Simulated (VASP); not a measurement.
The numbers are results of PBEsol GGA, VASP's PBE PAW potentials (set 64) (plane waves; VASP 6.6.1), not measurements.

Input for VASP

**KPOINTS**
```
K-points
0
Gamma
 14 14 12
```

### INCAR
```
LWAVE = .FALSE.
ISIF = 2   # forces and stress, cell fixed
ALGO = Normal
LASPH = .TRUE.   # aspherical one-centre terms
SYSTEM = CuAu
LCHARG = .TRUE.
PREC = Accurate
GGA = PS
NEDOS = 601   # DOS grid
LREAL = .FALSE.   # projection in real space or not
ISMEAR = -5
EDIFF = 1E-7
LORBIT = 11
NELM = 100   # most electronic steps
LMAXMIX = 6   # l cut-off of mixed one-centre charges
ENCUT = 520   # plane-wave cut-off (eV)
```

File POSCAR:
```
CuAu
1.0
  2.8300760638   0.0000000000   0.0000000000
  0.0000000000   2.8300760638   0.0000000000
  0.0000000000   0.0000000000   3.5486167376
Cu Au
1 1
Direct
  0.0000000000   0.0000000000   0.0000000000
  0.5000000000   0.5000000000   0.5000000000
```

POTCAR, in this order: Cu Au (PBE.64 set). Program: vasp_std.

Output of the run:

File OSZICAR:
```
       N       E                     dE             d eps       ncg     rms          rms(c)
DAV:   1     0.128559576360E+03    0.12856E+03   -0.11527E+04  7997   0.211E+03
DAV:   2    -0.497767058169E+01   -0.13354E+03   -0.12773E+03  7742   0.335E+02
DAV:   3    -0.953313710586E+01   -0.45555E+01   -0.45035E+01  9367   0.722E+01
DAV:   4    -0.958256505400E+01   -0.49428E-01   -0.49330E-01  8748   0.634E+00
DAV:   5    -0.958398681148E+01   -0.14218E-02   -0.14218E-02 11251   0.117E+00    0.128E+01
DAV:   6    -0.896450476136E+01    0.61948E+00   -0.11130E+01  7813   0.997E+01    0.593E+00
DAV:   7    -0.842600222242E+01    0.53850E+00   -0.38983E+00  9429   0.104E+02    0.598E+00
DAV:   8    -0.836977303471E+01    0.56229E-01   -0.28548E-01 10860   0.134E+01    0.289E+00
DAV:   9    -0.835918184757E+01    0.10591E-01   -0.33149E-02 11597   0.489E+00    0.164E-01
DAV:  10    -0.835898066584E+01    0.20118E-03   -0.47976E-03 11404   0.124E+00    0.890E-02
DAV:  11    -0.835890201577E+01    0.78650E-04   -0.17074E-04 11615   0.402E-01    0.403E-02
DAV:  12    -0.835891885534E+01   -0.16840E-04   -0.33021E-05 10196   0.207E-01    0.427E-03
DAV:  13    -0.835891782422E+01    0.10311E-05   -0.11926E-06 11354   0.184E-02    0.242E-03
DAV:  14    -0.835891713101E+01    0.69321E-06   -0.96643E-08  5082   0.101E-02    0.577E-04
DAV:  15    -0.835891703487E+01    0.96140E-07   -0.20778E-08  4592   0.359E-03
   1 F= -.83589170E+01 E0= -.83589170E+01  d E =0.000000E+00
```

**OUTCAR**
```
------------------------ aborting loop because EDIFF is reached ----------------------------------------
  FORCE on cell =-STRESS in cart. coord.  units (eV):
  Direction    XX          YY          ZZ          XY          YZ          ZX
  --------------------------------------------------------------------------------------
  Total       -0.0922617     -0.0922617      0.0887608      0.0000000     -0.0000000      0.0000000
  in kB       -5.2008792     -5.2008792      5.0035275      0.0000000     -0.0000000      0.0000000
  external PRESSURE =      -1.7994103 kB  Pullay stress =       0.0000000 kB
  volume of cell :       28.42
      direct lattice vectors                 reciprocal lattice vectors
     2.830076064  0.000000000  0.000000000     0.353347393  0.000000000  0.000000000
     0.000000000  2.830076064  0.000000000     0.000000000  0.353347393  0.000000000
     0.000000000  0.000000000  3.548616738     0.000000000  0.000000000  0.281799945
 POSITION                                       TOTAL-FORCE (eV/Angst)
 -----------------------------------------------------------------------------------
      0.00000      0.00000      0.00000         0.000000      0.000000      0.000000
      1.41504      1.41504      1.77431         0.000000      0.000000      0.000000
 -----------------------------------------------------------------------------------
    total drift:                                0.000000      0.000000     -0.000000
  FREE ENERGIE OF THE ION-ELECTRON SYSTEM (eV)
  ---------------------------------------------------
  free  energy   TOTEN  =        -8.3589170349 eV

  energy  without entropy=       -8.3589170349  energy(sigma->0) =       -8.35891703

 total charge

# of ion       s       p       d       tot
------------------------------------------
    1        0.390   0.340   9.218   9.949
    2        0.612   0.438   8.691   9.741
--------------------------------------------------
tot          1.002   0.779  17.909  19.690
```
(Selected blocks of OUTCAR.)

For a metal the tetrahedron method with Blöchl corrections gives inexact stress and forces.

The compound is CuAu in the L1_0 structure. It was relaxed first.
